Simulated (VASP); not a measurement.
Computed with PBE GGA, VASP's PBE PAW potentials (set 64) (plane waves; VASP).

A VASP calculation is set up with these files.

File KPOINTS:
```
Automatic mesh
0
Gamma
1 1 1
0 0 0
```

**INCAR**
```
# general
SYSTEM  = Zn36FO35
PREC    = Normal
ENCUT   = 400   # plane-wave cut-off (eV)
LREAL   = Auto
LASPH   = .TRUE.   # aspherical one-centre terms
ISYM    = 0
NELECT  = 648.0

# electronic loop
EDIFF   = 1E-5   # SCF stop (eV)
NELM    = 100
NELMIN  = 4
ALGO    = Fast   # Davidson, then RMM-DIIS
LMAXMIX = 4   # l cut-off of mixed one-centre charges

# smearing
ISMEAR  = 0   # Gaussian
SIGMA   = 0.05   # width (eV)

# functional
GGA     = PE

# ions
IBRION  = 2
NSW     = 60
ISIF    = 2
EDIFFG  = -0.03

# output
LWAVE   = .FALSE.
LCHARG  = .FALSE.
```

### POSCAR
```
Zn36FO35
1.0
  4.9323206900  -8.5430313936   0.0000000000
  4.9323206900   8.5430313936   0.0000000000
  0.0000000000   0.0000000000  10.5847753959
Zn O F
36 35 1
direct
  0.2222220000   0.1111110000   0.2500000000
  0.1111110000   0.2222220000   0.0000000000
  0.2222220000   0.1111110000   0.7500000000
  0.1111110000   0.2222220000   0.5000000000
  0.2222220000   0.4444440000   0.2500000000
  0.1111110000   0.5555560000   0.0000000000
  0.2222220000   0.4444440000   0.7500000000
  0.1111110000   0.5555560000   0.5000000000
  0.2222220000   0.7777780000   0.2500000000
  0.1111110000   0.8888890000   0.0000000000
  0.2222220000   0.7777780000   0.7500000000
  0.1111110000   0.8888890000   0.5000000000
  0.5555560000   0.1111110000   0.2500000000
  0.4444440000   0.2222220000   0.0000000000
  0.5555560000   0.1111110000   0.7500000000
  0.4399390000   0.2204020000   0.5044640000
  0.5571130000   0.4459570000   0.2461390000
  0.4444440000   0.5555560000   0.0000000000
  0.5555560000   0.4444440000   0.7500000000
  0.4409530000   0.5487960000   0.4999970000
  0.5555560000   0.7777780000   0.2500000000
  0.4444440000   0.8888890000   0.0000000000
  0.5555560000   0.7777780000   0.7500000000
  0.4444440000   0.8888890000   0.5000000000
  0.8888890000   0.1111110000   0.2500000000
  0.7777780000   0.2222220000   0.0000000000
  0.8888890000   0.1111110000   0.7500000000
  0.7777780000   0.2222220000   0.5000000000
  0.8888890000   0.4444440000   0.2500000000
  0.7777780000   0.5555560000   0.0000000000
  0.8888890000   0.4444440000   0.7500000000
  0.7833130000   0.5577550000   0.5017250000
  0.8888890000   0.7777780000   0.2500000000
  0.7777780000   0.8888890000   0.0000000000
  0.8888890000   0.7777780000   0.7500000000
  0.7777780000   0.8888890000   0.5000000000
  0.2222220000   0.1111110000   0.4410000000
  0.1111110000   0.2222220000   0.1910000000
  0.2222220000   0.1111110000   0.9410000000
  0.1111110000   0.2222220000   0.6910000000
  0.2222220000   0.4444440000   0.4410000000
  0.1111110000   0.5555560000   0.1910000000
  0.2222220000   0.4444440000   0.9410000000
  0.1111110000   0.5555560000   0.6910000000
  0.2222220000   0.7777780000   0.4410000000
  0.1111110000   0.8888890000   0.1910000000
  0.2222220000   0.7777780000   0.9410000000
  0.1111110000   0.8888890000   0.6910000000
  0.5555560000   0.1111110000   0.4410000000
  0.4444440000   0.2222220000   0.1910000000
  0.5555560000   0.1111110000   0.9410000000
  0.4444440000   0.2222220000   0.6910000000
  0.4444440000   0.5555560000   0.1910000000
  0.5555560000   0.4444440000   0.9410000000
  0.4444440000   0.5555560000   0.6910000000
  0.5555560000   0.7777780000   0.4410000000
  0.4444440000   0.8888890000   0.1910000000
  0.5555560000   0.7777780000   0.9410000000
  0.4444440000   0.8888890000   0.6910000000
  0.8888890000   0.1111110000   0.4410000000
  0.7777780000   0.2222220000   0.1910000000
  0.8888890000   0.1111110000   0.9410000000
  0.7777780000   0.2222220000   0.6910000000
  0.8888890000   0.4444440000   0.4410000000
  0.7777780000   0.5555560000   0.1910000000
  0.8888890000   0.4444440000   0.9410000000
  0.7777780000   0.5555560000   0.6910000000
  0.8888890000   0.7777780000   0.4410000000
  0.7777780000   0.8888890000   0.1910000000
  0.8888890000   0.7777780000   0.9410000000
  0.7777780000   0.8888890000   0.6910000000
  0.5579820000   0.4449110000   0.4448910000
```

POTCAR, in this order: Zn O F (PBE.64 set). Program: vasp_gam.

What VASP printed:

File OSZICAR:
```
...
RMM:  10    -0.319351980996E+03   -0.13386E-05   -0.21256E-05   488   0.838E-03
   2 F= -.31935198E+03 E0= -.31935198E+03  d E =-.655304E+00
       N       E                     dE             d eps       ncg     rms          rms(c)
DAV:   1    -0.319359925522E+03   -0.79459E-02   -0.96040E+00   864   0.541E+00    0.502E-01
RMM:   2    -0.319368458691E+03   -0.85332E-02   -0.11964E-01   781   0.736E-01    0.489E-01
RMM:   3    -0.319368370772E+03    0.87919E-04   -0.12783E-02   785   0.247E-01    0.271E-01
RMM:   4    -0.319367719936E+03    0.65084E-03   -0.22485E-03   803   0.104E-01    0.193E-01
RMM:   5    -0.319367456877E+03    0.26306E-03   -0.11589E-03   773   0.620E-02    0.372E-02
RMM:   6    -0.319367458703E+03   -0.18263E-05   -0.24680E-04   735   0.264E-02    0.307E-02
RMM:   7    -0.319367457057E+03    0.16459E-05   -0.68580E-05   624   0.177E-02
   3 F= -.31936746E+03 E0= -.31936746E+03  d E =-.670780E+00
       N       E                     dE             d eps       ncg     rms          rms(c)
DAV:   1    -0.319390728183E+03   -0.23269E-01   -0.40095E+01   792   0.117E+01    0.120E+00
RMM:   2    -0.319461671863E+03   -0.70944E-01   -0.80980E-01   779   0.187E+00    0.749E-01
RMM:   3    -0.319465443965E+03   -0.37721E-02   -0.98903E-02   779   0.687E-01    0.420E-01
RMM:   4    -0.319464750589E+03    0.69338E-03   -0.13313E-02   795   0.278E-01    0.239E-01
RMM:   5    -0.319464250954E+03    0.49963E-03   -0.32585E-03   777   0.138E-01    0.111E-01
RMM:   6    -0.319464288070E+03   -0.37116E-04   -0.11488E-03   777   0.583E-02    0.422E-02
RMM:   7    -0.319464264637E+03    0.23434E-04   -0.15108E-04   724   0.257E-02    0.235E-02
RMM:   8    -0.319464270784E+03   -0.61477E-05   -0.67379E-05   628   0.132E-02
   4 F= -.31946427E+03 E0= -.31946427E+03  d E =-.968137E-01
       N       E                     dE             d eps       ncg     rms          rms(c)
DAV:   1    -0.319450825830E+03    0.13439E-01   -0.17839E+01   816   0.774E+00    0.781E-01
RMM:   2    -0.319482329343E+03   -0.31504E-01   -0.35878E-01   781   0.123E+00    0.499E-01
RMM:   3    -0.319483967480E+03   -0.16381E-02   -0.43350E-02   783   0.449E-01    0.277E-01
RMM:   4    -0.319483645908E+03    0.32157E-03   -0.56466E-03   791   0.178E-01    0.160E-01
RMM:   5    -0.319483425871E+03    0.22004E-03   -0.14253E-03   776   0.909E-02    0.750E-02
RMM:   6    -0.319483445438E+03   -0.19567E-04   -0.50868E-04   774   0.388E-02    0.291E-02
RMM:   7    -0.319483434482E+03    0.10956E-04   -0.69364E-05   635   0.172E-02    0.163E-02
RMM:   8    -0.319483438225E+03   -0.37434E-05   -0.31351E-05   540   0.900E-03
   5 F= -.31948344E+03 E0= -.31948344E+03  d E =-.115981E+00
       N       E                     dE             d eps       ncg     rms          rms(c)
DAV:   1    -0.319486617620E+03   -0.31831E-02   -0.10140E+01   816   0.589E+00    0.499E-01
RMM:   2    -0.319499906661E+03   -0.13289E-01   -0.15340E-01   782   0.812E-01    0.339E-01
RMM:   3    -0.319500412831E+03   -0.50617E-03   -0.18203E-02   793   0.293E-01    0.185E-01
RMM:   4    -0.319500183806E+03    0.22903E-03   -0.23857E-03   784   0.117E-01    0.116E-01
RMM:   5    -0.319500046463E+03    0.13734E-03   -0.71500E-04   777   0.604E-02    0.406E-02
RMM:   6    -0.319500051840E+03   -0.53764E-05   -0.23642E-04   765   0.266E-02    0.216E-02
RMM:   7    -0.319500049559E+03    0.22804E-05   -0.47787E-05   560   0.138E-02
   6 F= -.31950005E+03 E0= -.31950005E+03  d E =-.166113E-01
       N       E                     dE             d eps       ncg     rms          rms(c)
DAV:   1    -0.319499884977E+03    0.16686E-03   -0.91510E-01   848   0.177E+00    0.149E-01
RMM:   2    -0.319501118043E+03   -0.12331E-02   -0.14188E-02   781   0.247E-01    0.102E-01
RMM:   3    -0.319501165094E+03   -0.47051E-04   -0.16812E-03   785   0.889E-02    0.571E-02
RMM:   4    -0.319501143149E+03    0.21945E-04   -0.22461E-04   761   0.359E-02    0.359E-02
RMM:   5    -0.319501130411E+03    0.12738E-04   -0.70205E-05   679   0.189E-02    0.125E-02
RMM:   6    -0.319501131260E+03   -0.84925E-06   -0.23242E-05   505   0.828E-03
   7 F= -.31950113E+03 E0= -.31950113E+03  d E =-.176930E-01
       N       E                     dE             d eps       ncg     rms          rms(c)
DAV:   1    -0.319500710240E+03    0.42017E-03   -0.20538E+00   816   0.274E+00    0.244E-01
RMM:   2    -0.319504474393E+03   -0.37642E-02   -0.41824E-02   785   0.417E-01    0.167E-01
RMM:   3    -0.319504626270E+03   -0.15188E-03   -0.50070E-03   791   0.155E-01    0.889E-02
RMM:   4    -0.319504577925E+03    0.48345E-04   -0.56129E-04   780   0.566E-02    0.611E-02
RMM:   5    -0.319504543237E+03    0.34687E-04   -0.17280E-04   760   0.296E-02    0.240E-02
RMM:   6    -0.319504545509E+03   -0.22716E-05   -0.61503E-05   653   0.138E-02
   8 F= -.31950455E+03 E0= -.31950455E+03  d E =-.341425E-02
       N       E                     dE             d eps       ncg     rms          rms(c)
DAV:   1    -0.319503603047E+03    0.94019E-03   -0.65021E-01   816   0.155E+00    0.139E-01
RMM:   2    -0.319504829827E+03   -0.12268E-02   -0.13611E-02   785   0.238E-01    0.957E-02
RMM:   3    -0.319504876701E+03   -0.46875E-04   -0.16126E-03   791   0.882E-02    0.517E-02
RMM:   4    -0.319504860830E+03    0.15871E-04   -0.18699E-04   764   0.329E-02    0.350E-02
RMM:   5    -0.319504849756E+03    0.11074E-04   -0.57789E-05   667   0.173E-02    0.139E-02
RMM:   6    -0.319504850580E+03   -0.82359E-06   -0.20607E-05   496   0.793E-03
   9 F= -.31950485E+03 E0= -.31950485E+03  d E =-.371932E-02
       N       E                     dE             d eps       ncg     rms          rms(c)
DAV:   1    -0.319503339356E+03    0.15104E-02   -0.13169E+00   808   0.221E+00    0.188E-01
RMM:   2    -0.319506024952E+03   -0.26856E-02   -0.28516E-02   786   0.336E-01    0.123E-01
RMM:   3    -0.319506137438E+03   -0.11249E-03   -0.32715E-03   796   0.125E-01    0.659E-02
RMM:   4    -0.319506121041E+03    0.16396E-04   -0.33744E-04   779   0.439E-02    0.476E-02
RMM:   5    -0.319506104994E+03    0.16048E-04   -0.90221E-05   709   0.221E-02    0.199E-02
RMM:   6    -0.319506106941E+03   -0.19470E-05   -0.28205E-05   520   0.987E-03
  10 F= -.31950611E+03 E0= -.31950611E+03  d E =-.125636E-02
       N       E                     dE             d eps       ncg     rms          rms(c)
DAV:   1    -0.319505421709E+03    0.68328E-03   -0.34483E-01   856   0.113E+00    0.978E-02
RMM:   2    -0.319506136879E+03   -0.71517E-03   -0.75954E-03   787   0.173E-01    0.655E-02
RMM:   3    -0.319506166419E+03   -0.29539E-04   -0.87163E-04   798   0.647E-02    0.352E-02
RMM:   4    -0.319506161741E+03    0.46780E-05   -0.90986E-05   714   0.229E-02
  11 F= -.31950616E+03 E0= -.31950616E+03  d E =-.131116E-02
       N       E                     dE             d eps       ncg     rms          rms(c)
DAV:   1    -0.319506098796E+03    0.67622E-04   -0.34910E-02   840   0.361E-01    0.280E-02
RMM:   2    -0.319506180097E+03   -0.81301E-04   -0.85050E-04   783   0.594E-02    0.135E-02
RMM:   3    -0.319506184749E+03   -0.46515E-05   -0.10156E-04   717   0.221E-02    0.916E-03
RMM:   4    -0.319506184549E+03    0.19978E-06   -0.11134E-05   441   0.850E-03
  12 F= -.31950618E+03 E0= -.31950618E+03  d E =-.133397E-02
       N       E                     dE             d eps       ncg     rms          rms(c)
DAV:   1    -0.319506140174E+03    0.44575E-04   -0.42145E-01   808   0.124E+00    0.102E-01
RMM:   2    -0.319506796688E+03   -0.65651E-03   -0.72654E-03   785   0.175E-01    0.725E-02
RMM:   3    -0.319506820946E+03   -0.24258E-04   -0.84081E-04   786   0.633E-02    0.387E-02
RMM:   4    -0.319506812943E+03    0.80031E-05   -0.94195E-05   718   0.228E-02
  13 F= -.31950681E+03 E0= -.31950681E+03  d E =-.628394E-03
```

File OUTCAR:
```
------------------------ aborting loop because EDIFF is reached ----------------------------------------
  FORCE on cell =-STRESS in cart. coord.  units (eV):
  Direction    XX          YY          ZZ          XY          YZ          ZX
  --------------------------------------------------------------------------------------
  Total      -25.6677552    -25.1917376    -29.5086424     -0.0016437     -0.0123314     -0.0116423
  in kB      -46.1023986    -45.2474132    -53.0010973     -0.0029522     -0.0221487     -0.0209110
  external PRESSURE =     -48.1169697 kB  Pullay stress =       0.0000000 kB
  volume of cell :      892.02
      direct lattice vectors                 reciprocal lattice vectors
     4.932320690 -8.543031394  0.000000000     0.101372160 -0.058527234  0.000000000
     4.932320690  8.543031394  0.000000000     0.101372160  0.058527234  0.000000000
     0.000000000  0.000000000 10.584775396     0.000000000  0.000000000  0.094475316
  FREE ENERGIE OF THE ION-ELECTRON SYSTEM (eV)
  ---------------------------------------------------
  free  energy   TOTEN  =      -319.5068129427 eV

  energy  without entropy=     -319.5068129427  energy(sigma->0) =     -319.50681294

 reached required accuracy - stopping structural energy minimisation
```
(Selected blocks of OUTCAR.)

CONTCAR:
```
Zn36FO35
   1.00000000000000
     4.9323206900000001   -8.5430313935999997    0.0000000000000000
     4.9323206900000001    8.5430313935999997    0.0000000000000000
     0.0000000000000000    0.0000000000000000   10.5847753958999995
  Zn              O               F
    36    35     1
Direct
     0.2207453525932756    0.1105953432329389    0.2492399748542619
     0.1103341959551487    0.2218526092876084    0.0007198922821139
     0.2202367196046015    0.1103284355022416    0.7524828445051535
     0.1090147906151784    0.2210337597311784    0.5018216827799301
     0.2205613576087740    0.4434196288038786    0.2490340381537327
     0.1114948565340194    0.5562604698858076    0.0007919794903507
     0.2204283753225085    0.4433267242024675    0.7523050794269142
     0.1114713808489168    0.5554847928372130    0.5007893904323281
     0.2222813675159372    0.7778164437316744    0.2503687517716498
     0.1114728424494230    0.8885466413419548    0.0009364191849441
     0.2222628340553956    0.7778101508578399    0.7509864358971924
     0.1112629622624454    0.8889379533777778    0.5008207849992293
     0.5564175513530750    0.1104586030290224    0.2493987469420310
     0.4433904453083249    0.2200039966605028    0.9992923648888876
     0.5566435996538834    0.1101922497575340    0.7524341892206277
     0.4327436734516772    0.1988574028772137    0.5075337418721243
     0.5558464864639173    0.4445400211651076    0.2301835762615199
     0.4433873969850887    0.5567418544041796    0.9993798562289804
     0.5557999665720323    0.4445401906732993    0.7527066258732658
     0.4329827822021448    0.5663178241210877    0.5068827232726939
     0.5564402038142821    0.7793243156682722    0.2492662220785502
     0.4438629965978833    0.8885594640700930    0.0009672232603694
     0.5564693250936902    0.7793674451474097    0.7521801488799185
     0.4442817928140042    0.8884977532276191    0.5008692008930226
     0.8887131286472504    0.1109605792296533    0.2500908734603820
     0.7780853613271645    0.2218098960355004    0.0008652582394803
     0.8888284406872486    0.1110697940838625    0.7511921112225786
     0.7784273623570759    0.2213171187498899    0.5018692816206062
     0.8897721105133408    0.4435372003737644    0.2491881237388285
     0.7800975642715415    0.5567141055626643    0.9992769450828736
     0.8898271054091229    0.4432720252608865    0.7523881437919211
     0.8013851970749409    0.5672245910521232    0.5073113784770057
     0.8897269905659477    0.7795448290335601    0.2491764448876576
     0.7780106287942352    0.8895166245308176    0.0007358181201872
     0.8897652866233035    0.7797866815196653    0.7523880090278001
     0.7783362417160790    0.8901468473524698    0.5018605269458133
     0.2216377018847826    0.1116469927982519    0.4393903418311604
     0.1108287975163114    0.2220254222321226    0.1901724358873292
     0.2219143766862069    0.1109243639004981    0.9409247628570300
     0.1111570352850362    0.2222367615827857    0.6904703943467441
     0.2215697360178252    0.4429116466915543    0.4392097878099550
     0.1114130006602645    0.5559614751591131    0.1903573662966969
     0.2219712410249486    0.4443068447268129    0.9407845917726635
     0.1111807865305435    0.5554970416333619    0.6896926095586525
     0.2221962374829912    0.7776597103175172    0.4403395183147824
     0.1114220208631383    0.8888767535642496    0.1904947633348415
     0.2223005320120255    0.7778126896131023    0.9399267783837502
     0.1111343077371242    0.8889928449852459    0.6897016948261385
     0.5564498448238070    0.1113423556601682    0.4395041287105593
     0.4441076686833560    0.2214767202846616    0.1912136605996609
     0.5556962357716434    0.1108555214495563    0.9408682374339817
     0.4446136765154444    0.2225804855028363    0.6914396742076915
     0.4441139233145840    0.5559043024908318    0.1912822309361826
     0.5556535963227508    0.4445129083465755    0.9424753558994432
     0.4446369174713744    0.5551499778085481    0.6909679569187297
     0.5564615333489288    0.7778998044215805    0.4393737966031111
     0.4441986371847517    0.8887817980244821    0.1905278439103218
     0.5556413541761083    0.7780289491853877    0.9406665167347599
     0.4445059945975329    0.8888718632406490    0.6896808003004145
     0.8884256817996677    0.1107161045547988    0.4397391388058161
     0.7777302833800922    0.2221372934115547    0.1903173065180936
     0.8888361196757976    0.1110571649419596    0.9401299379837370
     0.7776531499584025    0.2222954894652476    0.6904972916277043
     0.8886290511005118    0.4432558839051319    0.4393658485810414
     0.7788873843827389    0.5561164744607601    0.1911768076072538
     0.8891304993536208    0.4442639268893649    0.9408292629530982
     0.7776334221559489    0.5554559240108472    0.6912590439171874
     0.8885508642539911    0.7784002577134260    0.4393504724400316
     0.7777332954689299    0.8889027404344135    0.1901894721690869
     0.8891491683033180    0.7781594726905573    0.9408169618529729
     0.7776084546798866    0.8886445200781319    0.6904804371411742
     0.5559407959127444    0.4442221474451323    0.4408639628633614
```

At this cut-off the stress carries a Pulay error, which pulls relaxed volumes low. The cell is charged, with a uniform compensating background. The supercell is sampled at Γ alone, which is coarse: total energies, pressure and levels can be off, energies of defects by several tenths of an eV.

The cell is a supercell with a defect, built from ZnO (wurtzite): F_O, charge +1. The run is not spin-polarised, so no state with unpaired spins was tried.
